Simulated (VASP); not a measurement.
Method: TPSS meta-GGA, VASP's PBE PAW potentials (set 64) (plane waves; VASP).

Input for VASP

INCAR:
```
ALGO = Normal
EDIFF = 1E-6
EDIFFG = -0.01
ENCUT = 520
IBRION = 2
ISIF = 3
ISMEAR = 1
LASPH = .TRUE.
LCHARG = .FALSE.
LMAXMIX = 4
LMIXTAU = .TRUE.
LREAL = .FALSE.
LWAVE = .FALSE.
METAGGA = TPSS
NELM = 100
NSW = 60
PREC = Accurate
SIGMA = 0.1
SYSTEM = TiAl
```

File POSCAR:
```
TiAl
1
    2.8090986759     0.0000000000     0.0000000000
    0.0000000000     2.8090986759     0.0000000000
    0.0000000000     0.0000000000     4.0384594080
Ti Al
1 1
Direct
  0.0000000000   0.0000000000   0.0000000000
  0.5000000000   0.5000000000   0.5000000000
```

File KPOINTS:
```
Automatic mesh
0
Gamma
12 12 8
0 0 0
```

POTCAR, in this order: Ti_sv Al (PBE.64 set). Program: vasp_std.

Output of the run:

File OSZICAR:
```
       N       E                     dE             d eps       ncg     rms          rms(c)
DAV:   1     0.127360640979E+03    0.12736E+03   -0.12033E+04  4053   0.266E+03
DAV:   2    -0.769074844432E+01   -0.13505E+03   -0.13027E+03  3567   0.566E+02
DAV:   3    -0.260608386445E+02   -0.18370E+02   -0.17577E+02  6073   0.215E+02
DAV:   4    -0.277994121008E+02   -0.17386E+01   -0.16764E+01  5244   0.652E+01
DAV:   5    -0.281342896969E+02   -0.33488E+00   -0.33062E+00  6106   0.180E+01    0.892E+00
DAV:   6    -0.270946351190E+02    0.10397E+01   -0.98072E+01  3575   0.963E+01    0.113E+01
DAV:   7    -0.237937039056E+02    0.33009E+01   -0.80227E+00  3296   0.370E+01    0.840E+00
DAV:   8    -0.233320821931E+02    0.46162E+00   -0.10465E+01  3891   0.342E+01    0.209E+00
DAV:   9    -0.237469983805E+02   -0.41492E+00   -0.11940E+00  4222   0.140E+01    0.171E+00
DAV:  10    -0.234442802679E+02    0.30272E+00   -0.20510E+00  4005   0.155E+01    0.231E+00
DAV:  11    -0.236216044514E+02   -0.17732E+00   -0.28593E-01  3198   0.735E+00    0.119E+00
DAV:  12    -0.236563787729E+02   -0.34774E-01   -0.34587E-01  4160   0.649E+00    0.364E-01
DAV:  13    -0.236553751884E+02    0.10036E-02   -0.14041E-02  3558   0.127E+00    0.141E-01
DAV:  14    -0.236547320329E+02    0.64316E-03   -0.45480E-03  4337   0.730E-01    0.928E-02
DAV:  15    -0.236559490707E+02   -0.12170E-02   -0.13475E-03  3631   0.418E-01    0.348E-02
DAV:  16    -0.236560517085E+02   -0.10264E-03   -0.13441E-04  3548   0.130E-01    0.219E-02
DAV:  17    -0.236560262015E+02    0.25507E-04   -0.13729E-04  3945   0.119E-01    0.101E-02
DAV:  18    -0.236560435754E+02   -0.17374E-04   -0.10681E-05  3263   0.424E-02    0.364E-03
DAV:  19    -0.236560449372E+02   -0.13618E-05   -0.28190E-06  3591   0.216E-02    0.499E-04
DAV:  20    -0.236560450933E+02   -0.15613E-06   -0.21927E-07  1615   0.681E-03
   1 F= -.23656045E+02 E0= -.23656285E+02  d E =-.236560E+02
```

File OUTCAR:
```
------------------------ aborting loop because EDIFF is reached ----------------------------------------
  FORCE on cell =-STRESS in cart. coord.  units (eV):
  Direction    XX          YY          ZZ          XY          YZ          ZX
  --------------------------------------------------------------------------------------
  Total        0.0076845      0.0076845     -0.0174066      0.0000000      0.0000000      0.0000000
  in kB        0.3863436      0.3863436     -0.8751335      0.0000000      0.0000000      0.0000000
  external PRESSURE =      -0.0341487 kB  Pullay stress =       0.0000000 kB
  volume of cell :       31.87
      direct lattice vectors                 reciprocal lattice vectors
     2.809098676  0.000000000  0.000000000     0.355986071  0.000000000  0.000000000
     0.000000000  2.809098676  0.000000000     0.000000000  0.355986071  0.000000000
     0.000000000  0.000000000  4.038459408     0.000000000  0.000000000  0.247619178
 POSITION                                       TOTAL-FORCE (eV/Angst)
 -----------------------------------------------------------------------------------
      0.00000      0.00000      0.00000         0.000000      0.000000      0.000000
      1.40455      1.40455      2.01923         0.000000      0.000000      0.000000
 -----------------------------------------------------------------------------------
    total drift:                                0.000000      0.000000      0.000000
  FREE ENERGIE OF THE ION-ELECTRON SYSTEM (eV)
  ---------------------------------------------------
  free  energy   TOTEN  =       -23.6560450933 eV

  energy  without entropy=      -23.6567653178  energy(sigma->0) =      -23.65628517

 reached required accuracy - stopping structural energy minimisation
```
(Selected blocks of OUTCAR.)

The compound is TiAl in the L1_0 structure. It was relaxed first. The start is the result of an earlier pass. The electron count is odd and the run is not spin-polarised, which forces a metal.
